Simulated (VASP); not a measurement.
Input:

```
WSi2
1.0
   -1.56063     1.56063     3.82913
    1.56063    -1.56063     3.82913
    1.56063     1.56063    -3.82913
Si W
2 1
Direct
  0.66651   0.66651   0.00000
  0.33349   0.33349   0.00000
  0.00000   0.00000   0.00000
```

Level of theory: PBEsol GGA, VASP's PBE PAW potentials (set 64) (plane waves; VASP 6.6.1). Settings: 500 eV cut-off, 14×14×14 Γ-centred mesh, first-order Methfessel-Paxton smearing of 0.10 eV, potentials Si W_sv.

Energy and stress use the plane-wave basis of the starting cell.

**Question.** The ions, cell shape and volume at an external pressure of 30.0 GPa are relaxed. Predict the relaxed structure.

**Answer.** 
```
WSi2
1.0
   -1.54376     1.54376     3.79757
    1.54376    -1.54376     3.79757
    1.54376     1.54376    -3.79757
Si W
2 1
Direct
  0.66697   0.66697   0.00000
  0.33303   0.33303   0.00000
  0.00000   0.00000   0.00000
```
Space group I4/mmm (139), at a tolerance of 0.03 Å.

**Question.** How do energy and volume change from the first to the last step?

**Answer.** The energy (σ→0) changes by +56.9 meV/atom and the volume by -3.0 %, in 9 ionic steps.

| step | E(σ→0) (eV) | max force (eV/Å) | pressure (GPa) | volume (Å³) |
|---|---|---|---|---|
| 1 | -26.4732 | 0.009 | 19.90 | 37.30 |
| 2 | -25.4313 | 0.341 | 66.19 | 33.23 |
| 3 | -26.3110 | 0.086 | 29.62 | 36.25 |
| 4 | -26.3045 | 0.088 | 29.96 | 36.21 |
| 5 | -26.3004 | 0.090 | 30.17 | 36.19 |
| 6 | -26.2966 | 0.006 | 30.20 | 36.17 |
| 7 | -26.2976 | 0.025 | 30.20 | 36.18 |
| 8 | -26.3091 | 0.013 | 29.57 | 36.24 |
| 9 | -26.3025 | 0.009 | 29.92 | 36.20 |

The compound is WSi2 in the MoSi2 type structure. This run relaxes it under an external pressure of 30 GPa. Symmetry was kept, so distortions that lower it aren't found.
